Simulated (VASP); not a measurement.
VASP input:

**INCAR**
```
SYSTEM = BeSe
PREC = Accurate; ENCUT = 500; LREAL = F
LASPH = T
EDIFF = 1E-6; NELM = 100; ALGO = Normal
LMAXMIX = 4
ISMEAR = 0; SIGMA = 0.05
IBRION = 2; NSW = 40; ISIF = 3
EDIFFG = -0.02; PSTRESS = 200
LWAVE = F; LCHARG = F
```

**KPOINTS**
```
Automatic mesh
0
Gamma
9 9 9
0 0 0
```

**POSCAR**
```
BeSe
1
    0.0000000000     2.4616887532     2.4616887532
    2.4616887532     0.0000000000     2.4616887532
    2.4616887532     2.4616887532     0.0000000000
Be Se
1 1
Direct
  0.0000000000   0.0000000000   0.0000000000
  0.2500000000   0.2500000000   0.2500000000
```

POTCAR, in this order: Be Se (LDA.64 set). Program: vasp_std.

### Question
Translate this LDA calculation to Quantum ESPRESSO's pw.x.

### Answer
One equivalent input (not run):
```
&CONTROL
  calculation = 'vc-relax'
  pseudo_dir = './pseudo'
  outdir = './out'
  tprnfor = .true.
  tstress = .true.
  nstep = 40
  forc_conv_thr = 0.00078
/
&SYSTEM
  ibrav = 0
  nat = 2
  ntyp = 2
  ecutwfc = 88
  occupations = 'smearing'
  smearing = 'gaussian'
  degauss = 0.003675
  input_dft = 'pz'
/
&ELECTRONS
  conv_thr = 7.3e-08
  electron_maxstep = 100
/
&IONS
/
&CELL
  press = 200
/
ATOMIC_SPECIES
  Be 9.012 Be.upf
  Se 78.971 Se.upf
CELL_PARAMETERS angstrom
     0.0000000    2.4616888    2.4616888
     2.4616888    0.0000000    2.4616888
     2.4616888    2.4616888    0.0000000
ATOMIC_POSITIONS crystal
  Be   0.0000000  0.0000000  0.0000000
  Se   0.2500000  0.2500000  0.2500000
K_POINTS automatic
  9 9 9 0 0 0
```
The two are equivalent in intent, not identical: the potentials are each code's own (VASP's PAW set, PseudoDojo norm-conserving files in pw.x), so ENCUT and ecutwfc are chosen apart and not converted; conv_thr bounds pw.x's estimated SCF error, while EDIFF bounds the energy change between steps; forc_conv_thr acts on force components and is met together with etot_conv_thr.

The compound is BeSe in the zinc blende structure. This run relaxes it under an external pressure of 20 GPa. Symmetry was kept, so distortions that lower it aren't found.
